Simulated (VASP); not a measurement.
# InSb3N (Pm-3m) in VASP: notebook, part 2 of 2

VASP 6.6.1.

### Step 3. Single point, PBE

This run uses another cell than the first one, of 22.65 Å³/atom, 1.782 times its volume.

INCAR

```
PREC = Accurate
ENCUT = 520
EDIFF = 1E-6
ISMEAR = 0
SIGMA = 0.1
LREAL = F
LASPH = T
NELM = 100
ALGO = Normal
ISIF = 2
LWAVE = F
LCHARG = F
GGA = PE
NBANDS = 24
```

KPOINTS

```
regular mesh
0
Gamma
  6 6 6
```

POSCAR

```
InSb3N
1.0
    4.8381323944      0.0000000000      0.0000000000
    0.0000000000      4.8381323944      0.0000000000
    0.0000000000      0.0000000000      4.8381323944
In Sb N
1 3 1
Direct
    0.0000000000      0.0000000000      0.0000000000
    0.5000000000      0.5000000000      0.0000000000
    0.0000000000      0.5000000000      0.5000000000
    0.5000000000      0.0000000000      0.5000000000
    0.5000000000      0.5000000000      0.5000000000
```

Potentials or basis: VASP PAW PBE potentials, release 64 (In_d, Sb, N).

Run with:

```console
$ cat potpaw_PBE.64/In_d/POTCAR potpaw_PBE.64/Sb/POTCAR potpaw_PBE.64/N/POTCAR > POTCAR
$ mpirun -np 1 vasp_std > vasp.out
```

OUTCAR:

```text
PREC = Accurate
   ENCUT = 520
   EDIFF = 1E-6
   ISMEAR = 0
   LREAL = F
   LASPH = T
   NELM = 100
   ISIF = 2
   GGA = PE

 ion  position               nearest neighbor table
   1  0.000  0.000  0.000-   2 3.42   3 3.42   4 3.42   3 3.42   4 3.42   2 3.42   3 3.42   3 3.42
                             2 3.42   4 3.42   4 3.42   2 3.42
   2  0.500  0.500  0.000-   5 2.42   5 2.42   4 3.42   1 3.42   3 3.42   4 3.42   3 3.42   1 3.42
                             4 3.42   4 3.42   1 3.42   3 3.42   3 3.42   1 3.42
   3  0.000  0.500  0.500-   5 2.42   5 2.42   4 3.42   1 3.42   1 3.42   2 3.42   1 3.42   4 3.42
                             1 3.42   2 3.42   4 3.42   2 3.42   2 3.42   4 3.42
   4  0.500  0.000  0.500-   5 2.42   5 2.42   3 3.42   1 3.42   1 3.42   2 3.42   2 3.42   3 3.42
                             2 3.42   2 3.42   1 3.42   3 3.42   1 3.42   3 3.42
   5  0.500  0.500  0.500-   2 2.42   3 2.42   4 2.42   2 2.42   4 2.42   3 2.42

  LATTYP: Found a simple cubic cell.
 ALAT       =     4.8381323944

  Lattice vectors:

 A1 = (   4.8381323944,   0.0000000000,   0.0000000000)
 A2 = (   0.0000000000,   4.8381323944,   0.0000000000)
 A3 = (   0.0000000000,   0.0000000000,   4.8381323944)

Analysis of symmetry for initial positions (statically):
=====================================================================
 Subroutine PRICEL returns:
 Original cell was already a primitive cell.

 Routine SETGRP: Setting up the symmetry group for a
 simple cubic supercell.

 Subroutine GETGRP returns: Found 48 space group operations
 (whereof 48 operations were pure point group operations)
 out of a pool of 48 trial point group operations.

The static configuration has the point symmetry O_h .

Analysis of symmetry for dynamics (positions and initial velocities):
=====================================================================
 Subroutine PRICEL returns:
 Original cell was already a primitive cell.

 Routine SETGRP: Setting up the symmetry group for a
 simple cubic supercell.

 Subroutine GETGRP returns: Found 48 space group operations
[... 127 lines left out ...]
  Thomas-Fermi vector in A             =   2.221458
   LORBIT       =      0    0 simple, 1 ext, 2 COOP (PROOUT), +10 PAW based schemes
   GGA     = PE    functional components
   LHFCALC =     F    Hartree Fock is set to
   AEXX    =    0.0000 exact exchange contribution
   IVDW    =     0    specifies the selected vdW correction
   LEPSILON=     F    determine dielectric tensor
   LRPA    =     F    only Hartree local field effects (RPA)
 non-spin polarized calculation
 Gauss-broadening in eV      SIGMA  =   0.10
  energy-cutoff  :      520.00
  volume of cell :      113.25
 maximum number of plane-waves:      3112
 NGX is ok and might be reduce to    36
   NGX = 17   NGY = 17   NGZ = 17

 number of electron      32.9999995 magnetization

 Free energy of the ion-electron system (eV)
  ---------------------------------------------------
  ext. energy  EPLUGINS =         0.00000000
  ---------------------------------------------------
  free energy    TOTEN  =       -20.70376982 eV

  energy without entropy =      -20.69217750  energy(sigma->0) =      -20.69797366

 E-fermi :   8.2031     XC(G=0): -10.3687

 val. band max:        8.1474966569   @ k =   0.3333   0.0000   0.0000
 cond. band min:       8.2038929906   @ k =   0.5000   0.0000   0.0000
 fundamental gap:      0.0563963337
 Fermi energy:         8.2030992501

 k-point     1 :       0.0000    0.0000    0.0000
  band No.  band energies     occupation
      1      -7.2833      2.00000
      2      -6.3101      2.00000
      3      -6.3101      2.00000
      4      -6.2977      2.00000
      5      -6.2977      2.00000
      6      -6.2977      2.00000
[... 529 lines left out ...]
     23      14.3096      0.00000
     24      14.3096      0.00000

------------------------ aborting loop because EDIFF is reached ----------------------------------------

  FORCE on cell =-STRESS in cart. coord.  units (eV):
  Direction    XX          YY          ZZ          XY          YZ          ZX
  --------------------------------------------------------------------------------------
  -------------------------------------------------------------------------------------
  Total        0.0930796      0.0930796      0.0930796     -0.0000000     -0.0000000      0.0000000
  in kB        1.3168368      1.3168368      1.3168368     -0.0000000     -0.0000000      0.0000000
  external PRESSURE =       1.3168368 kB  Pullay stress =       0.0000000 kB

 VOLUME and BASIS-vectors are now :
 -----------------------------------------------------------------------------
  energy-cutoff  :      520.00
  volume of cell :      113.25
      direct lattice vectors                 reciprocal lattice vectors
     4.838132394  0.000000000  0.000000000     0.206691326  0.000000000  0.000000000
     0.000000000  4.838132394  0.000000000     0.000000000  0.206691326  0.000000000
     0.000000000  0.000000000  4.838132394     0.000000000  0.000000000  0.206691326

 POSITION                                       TOTAL-FORCE (eV/Angst)
 -----------------------------------------------------------------------------------
      0.00000      0.00000      0.00000         0.000000      0.000000      0.000000
      2.41907      2.41907      0.00000         0.000000      0.000000      0.000000
      0.00000      2.41907      2.41907         0.000000      0.000000      0.000000
      2.41907      0.00000      2.41907         0.000000      0.000000      0.000000
      2.41907      2.41907      2.41907         0.000000      0.000000      0.000000
 -----------------------------------------------------------------------------------
    total drift:                                0.000000      0.000000      0.000000

  FREE ENERGIE OF THE ION-ELECTRON SYSTEM (eV)
  ---------------------------------------------------
  free  energy   TOTEN  =       -20.7037698165 eV

  energy  without entropy=      -20.6921774962  energy(sigma->0) =      -20.69797366
```

OSZICAR:

```text
N       E                     dE             d eps       ncg     rms          rms(c)
DAV:   1     0.253449800186E+03    0.25345E+03   -0.12715E+04   960   0.129E+03
DAV:   2     0.546018994395E+01   -0.24799E+03   -0.23390E+03  1120   0.332E+02
DAV:   3    -0.216707478389E+02   -0.27131E+02   -0.25873E+02  1280   0.104E+02
DAV:   4    -0.227878611184E+02   -0.11171E+01   -0.11104E+01  1064   0.244E+01
DAV:   5    -0.228365359542E+02   -0.48675E-01   -0.48649E-01  1448   0.505E+00    0.920E+00
DAV:   6    -0.208958890960E+02    0.19406E+01   -0.89299E+00  1232   0.213E+01    0.593E+00
DAV:   7    -0.206972541079E+02    0.19863E+00   -0.21847E+00  1072   0.916E+00    0.233E+00
DAV:   8    -0.207091419002E+02   -0.11888E-01   -0.43324E-01  1144   0.349E+00    0.636E-01
DAV:   9    -0.207034952278E+02    0.56467E-02   -0.16366E-02  1488   0.103E+00    0.257E-01
DAV:  10    -0.207037538555E+02   -0.25863E-03   -0.44942E-03  1168   0.445E-01    0.960E-02
DAV:  11    -0.207037782123E+02   -0.24357E-04   -0.25053E-04  1304   0.932E-02    0.416E-02
DAV:  12    -0.207037724395E+02    0.57728E-05   -0.24271E-05  1384   0.455E-02    0.106E-02
DAV:  13    -0.207037710135E+02    0.14261E-05   -0.36814E-06  1096   0.134E-02    0.583E-03
DAV:  14    -0.207037698941E+02    0.11194E-05   -0.69387E-07   712   0.549E-03    0.184E-03
DAV:  15    -0.207037698165E+02    0.77598E-07   -0.14775E-07   648   0.407E-03
   1 F= -.20703770E+02 E0= -.20697974E+02  d E =-.115923E-01
```

stdout:

```text
POSCAR found type information on POSCAR InSbN
 POSCAR found :  3 types and       5 ions
 scaLAPACK will be used
 LDA part: xc-table for (Slater+PW92), standard interpolation
 POSCAR, INCAR and KPOINTS ok, starting setup
 FFT: planning ... GRIDC
 FFT: planning ... GRID_SOFT
 FFT: planning ... GRID
 WAVECAR not read
 entering main loop
```

Wall time 33 s (1 thread of Intel Xeon Platinum 8559C (Emerald Rapids), shared host); peak memory 0.23 GiB.

Results:

| Item | Value |
| --- | --- |
| Free energy | -20.7038 eV |
| Pressure | 0.1 GPa |
| Band gap on the k mesh | none (metal or under the smearing width) |

Levels at points of the mesh, in eV from the Fermi level:
```csv
k point,band 13,band 14,band 15,band 16,band 17,band 18,band 19,band 20
"(0.00, 0.00, 0.00)",-2.62,-1.31,-1.31,-1.31,0.29,0.29,0.29,4.60
"(0.50, 0.00, 0.00)",-2.19,-2.19,-1.18,-0.96,0.00,0.00,1.41,2.32
"(0.50, 0.50, 0.00)",-2.00,-1.27,-1.27,-0.83,-0.83,-0.59,0.63,1.04
"(0.50, 0.50, 0.50)",-4.74,-0.81,-0.81,-0.81,-0.45,2.76,2.76,3.33
```

Spin-orbit coupling is left out, which matters for the levels of Sb.

### Step 4. Relaxation of cell and atoms, PBE

INCAR

```
PREC = Accurate
ENCUT = 600
EDIFF = 1E-6
ISMEAR = 0
SIGMA = 0.1
LREAL = False
LASPH = True
NELM = 100
ALGO = Normal
ISIF = 3
LWAVE = False
LCHARG = False
GGA = PE
IBRION = 2
NSW = 100
EDIFFG = -0.05
```

KPOINTS

```
Automatic mesh
0
Gamma
  6 6 6
```

POSCAR, as its differences from that of step 3:

```diff
@@ -2,5 +2,5 @@
 1.0
-    4.8381323944      0.0000000000      0.0000000000
-    0.0000000000      4.8381323944      0.0000000000
-    0.0000000000      0.0000000000      4.8381323944
+    3.9904599170      0.0000000000      0.0000000000
+    0.0000000000      3.9904599170      0.0000000000
+    0.0000000000      0.0000000000      3.9904599170
 In Sb N
```

Potentials or basis: VASP PAW PBE potentials, release 64 (In_d, Sb, N).

Run with:

```console
$ cat potpaw_PBE.64/In_d/POTCAR potpaw_PBE.64/Sb/POTCAR potpaw_PBE.64/N/POTCAR > POTCAR
$ mpirun -np 1 vasp_std > vasp.out
```

OUTCAR:

```text
PREC = Accurate
   ENCUT = 600
   EDIFF = 1E-6
   ISMEAR = 0
   LREAL = False
   LASPH = True
   NELM = 100
   ISIF = 3
   GGA = PE
   IBRION = 2
   NSW = 100
   EDIFFG = -0.05

 ion  position               nearest neighbor table
   1  0.000  0.000  0.000-   2 2.82   3 2.82   4 2.82   3 2.82   4 2.82   2 2.82   3 2.82   3 2.82
                             2 2.82   4 2.82   4 2.82   2 2.82
   2  0.500  0.500  0.000-   5 2.00   5 2.00   4 2.82   1 2.82   3 2.82   4 2.82   3 2.82   1 2.82
                             4 2.82   4 2.82   1 2.82   3 2.82   3 2.82   1 2.82
   3  0.000  0.500  0.500-   5 2.00   5 2.00   4 2.82   1 2.82   1 2.82   2 2.82   1 2.82   4 2.82
                             1 2.82   2 2.82   4 2.82   2 2.82   2 2.82   4 2.82
   4  0.500  0.000  0.500-   5 2.00   5 2.00   3 2.82   1 2.82   1 2.82   2 2.82   2 2.82   3 2.82
                             2 2.82   2 2.82   1 2.82   3 2.82   1 2.82   3 2.82
   5  0.500  0.500  0.500-   2 2.00   3 2.00   4 2.00   2 2.00   4 2.00   3 2.00

  LATTYP: Found a simple cubic cell.
 ALAT       =     3.9904599170

  Lattice vectors:

 A1 = (   3.9904599170,   0.0000000000,   0.0000000000)
 A2 = (   0.0000000000,   3.9904599170,   0.0000000000)
 A3 = (   0.0000000000,   0.0000000000,   3.9904599170)

Analysis of symmetry for initial positions (statically):
=====================================================================
 Subroutine PRICEL returns:
 Original cell was already a primitive cell.

 Routine SETGRP: Setting up the symmetry group for a
 simple cubic supercell.

 Subroutine GETGRP returns: Found 48 space group operations
 (whereof 48 operations were pure point group operations)
 out of a pool of 48 trial point group operations.

The static configuration has the point symmetry O_h .

Analysis of symmetry for dynamics (positions and initial velocities):
=====================================================================
 Subroutine PRICEL returns:
 Original cell was already a primitive cell.

 Routine SETGRP: Setting up the symmetry group for a
 simple cubic supercell.

 Subroutine GETGRP returns: Found 48 space group operations
[... 98 lines left out ...]
   ISPIN  =      1    spin polarized calculation?
   LNONCOLLINEAR =      F non collinear calculations
   LSORBIT =      F    spin-orbit coupling
   LASPH  =      T    aspherical Exc in radial PAW
   ENCUT  =  600.0 eV  44.10 Ry    6.64 a.u.   7.97  7.97  7.97*2*pi/ulx,y,z
   NELM   =    100;   NELMIN=  2; NELMDL= -5     # of ELM steps
   EDIFF  = 0.1E-05   stopping-criterion for ELM
   LREAL  =      F    real-space projection
   EDIFFG = -.5E-01   stopping-criterion for IOM
   NSW    =    100    number of steps for IOM
   IBRION =      2    ionic relax: 0-MD 1-quasi-New 2-CG
   NFREE  =      1    steps in history (QN), initial steepest desc. (CG)
   ISIF   =      3    stress and relaxation
   ISYM   =      2    0-nonsym 1-usesym 2-fastsym
   POTIM  = 0.5000    time-step for ionic-motion
   TEBEG  =    0.0;   TEEND  =   0.0 temperature during run
   PSTRESS=    0.0 pullay stress
   NELECT =      33.0000    total number of electrons
   NUPDOWN=      -1.0000    fix difference up-down
   EMIN   =  10.00;   EMAX   =-10.00  energy-range for DOS
   EFERMI =   0.00;   METHOD = LEGACY
   ISMEAR =     0;   SIGMA  =   0.10  broadening in eV -4-tet -1-fermi 0-gaus
   EFERMI_NEDOS =   21; number of points for ismear=-14 and -15
   IALGO  =     38    algorithm
   IMIX   =      4    mixing-type and parameters
     AMIX     =   0.40;   BMIX     =  1.00
     AMIX_MAG =   1.60;   BMIX_MAG =  1.00
  volume/ion in A,a.u.               =      12.71        85.76
  Fermi-wavevector in a.u.,A,eV,Ry     =   1.315901  2.486692 23.559784  1.731595
  Thomas-Fermi vector in A             =   2.446051
   LORBIT       =      0    0 simple, 1 ext, 2 COOP (PROOUT), +10 PAW based schemes
   GGA     = PE    functional components
   LHFCALC =     F    Hartree Fock is set to
   AEXX    =    0.0000 exact exchange contribution
   IVDW    =     0    specifies the selected vdW correction
   LEPSILON=     F    determine dielectric tensor
   LRPA    =     F    only Hartree local field effects (RPA)
 conjugate gradient relaxation of ions
 non-spin polarized calculation
 Gauss-broadening in eV      SIGMA  =   0.10
  energy-cutoff  :      600.00
  volume of cell :       63.54
 maximum number of plane-waves:      2176
 NGX is ok and might be reduce to    32
   NGX = 15   NGY = 15   NGZ = 15

--------------------------------------- Ionic step        1  -------------------------------------------

 number of electron      33.0000017 magnetization

 Free energy of the ion-electron system (eV)
  ---------------------------------------------------
  ext. energy  EPLUGINS =         0.00000000
  ---------------------------------------------------
  free energy    TOTEN  =        -6.84080577 eV

  energy without entropy =       -6.83305328  energy(sigma->0) =       -6.83692953

 E-fermi :  17.9842     XC(G=0): -13.2226

 val. band max:       17.9833732341   @ k =   0.5000   0.3333   0.0000
 cond. band min:      18.1364945560   @ k =   0.5000   0.5000   0.0000
 fundamental gap:      0.1531213219
 Fermi energy:        17.9842229008
[... 1547 lines left out ...]
--------------------------------------- Ionic step        5  -------------------------------------------

 number of electron      33.0000042 magnetization

 Free energy of the ion-electron system (eV)
  ---------------------------------------------------
  ext. energy  EPLUGINS =         0.00000000
  ---------------------------------------------------
  free energy    TOTEN  =       -20.65329759 eV

  energy without entropy =      -20.64224711  energy(sigma->0) =      -20.64777235

 E-fermi :   8.3247     XC(G=0): -10.4117

 val. band max:        8.3240438509   @ k =   0.5000   0.0000   0.0000
 cond. band min:       8.3787737559   @ k =   0.1667   0.0000   0.0000
 fundamental gap:      0.0547299050
 Fermi energy:         8.3247193131
[... 490 lines left out ...]
  FREE ENERGIE OF THE ION-ELECTRON SYSTEM (eV)
  ---------------------------------------------------
  free  energy   TOTEN  =       -20.6532975912 eV

  energy  without entropy=      -20.6422471125  energy(sigma->0) =      -20.64777235

 reached required accuracy - stopping structural energy minimisation
```

CONTCAR:

```text
InSb3N
   1.00000000000000
     4.8230030192639859   -0.0000000000000000    0.0000000000000000
     0.0000000000000000    4.8230030192639859   -0.0000000000000000
    -0.0000000000000000   -0.0000000000000000    4.8230030192639859
  In              Sb              N
     1     3     1
Direct
     0.0000000000000000    0.0000000000000000    0.0000000000000000
     0.5000000000000000    0.5000000000000000    0.0000000000000000
     0.0000000000000000    0.5000000000000000    0.5000000000000000
     0.5000000000000000    0.0000000000000000    0.5000000000000000
     0.5000000000000000    0.5000000000000000    0.5000000000000000

  0.00000000E+00  0.00000000E+00  0.00000000E+00
  0.00000000E+00  0.00000000E+00  0.00000000E+00
  0.00000000E+00  0.00000000E+00  0.00000000E+00
  0.00000000E+00  0.00000000E+00  0.00000000E+00
  0.00000000E+00  0.00000000E+00  0.00000000E+00
```

Wall time 86 s (1 thread of Intel Xeon Platinum 8559C (Emerald Rapids), shared host); peak memory 0.2 GiB.

Results:

```yaml
Free_energy: -20.6533 eV
Relaxed_volume: 22.44 Å³/atom
Relaxed_cell: a = 4.823 Å, b = 4.823 Å, c = 4.823 Å, α = 90.00°, β = 90.00°, γ = 90.00°
Space_group_after_relaxing_to_0.05_Å: Pm-3m (No. 221)
Energy_gained_by_relaxing: 2762.5 meV/atom
Ionic_steps: 5
Pressure_after_relaxing: 0.3 GPa
Band_gap_on_the_k_mesh: none (metal or under the smearing width)
```

The path:
| step | energy change (eV) | largest force (eV/Å) | pressure (GPa) | volume (Å³) |
| --- | --- | --- | --- | --- |
| 1 | 0.0000 | 0.0000 | 153.88 | 63.54 |
| 2 | -4.1633 | 0.0000 | -11.40 | 254.87 |
| 3 | -13.6253 | 0.0000 | -5.33 | 123.09 |
| 4 | -13.7490 | 0.0000 | -3.33 | 118.55 |
| 5 | -13.8125 | 0.0000 | 0.32 | 112.19 |

Final structure:
```yaml
crystal:
  lattice:
    - [4.82300, 0.00000, 0.00000]
    - [0.00000, 4.82300, 0.00000]
    - [0.00000, 0.00000, 4.82300]
  atoms:
    - { symbol: In, position: [0.00000, 0.00000, 0.00000] }
    - { symbol: Sb, position: [0.50000, 0.50000, 0.00000] }
    - { symbol: Sb, position: [0.00000, 0.50000, 0.50000] }
    - { symbol: Sb, position: [0.50000, 0.00000, 0.50000] }
    - { symbol: N, position: [0.50000, 0.50000, 0.50000] }
```

Caveat: the volume moved by over 15 % at a fixed basis, so the end points are rough; the relaxation stopped at a loose force limit of 0.05 eV/Å, so its end isn't a converged minimum. Spin-orbit coupling is left out, which matters for the levels of Sb.

### Step 5. The runs side by side

```csv
task,cell,k mesh,cutoff (eV),mesh quality,gap on the mesh (eV),pressure (GPa)
single point,"Pm-3m, 12.71 Å³/atom",4 × 4 × 4,520,coarse,none,152.7
single point,"Pm-3m, 22.65 Å³/atom",6 × 6 × 6,520,not flagged,none,0.1
relaxation of cell and atoms,relaxed,6 × 6 × 6,600,not flagged,none,0.3
```

Alike in all rows: level PBE; potentials or basis VASP PAW PBE potentials, release 64 (In_d, Sb, N); no spin polarisation; smearing gaussian 0.1 eV.

Caveats: some runs use coarse meshes; a pressure of tens of GPa on the cell as given is suspect, and the run, the potentials or the cell itself is likely at fault (some runs); the volume moved by over 15 % at a fixed basis, so the end points are rough (some runs); the relaxation stopped at a loose force limit of 0.05 eV/Å, so its end isn't a converged minimum (some runs).

Absolute energies hang on the potentials; compare differences alone.
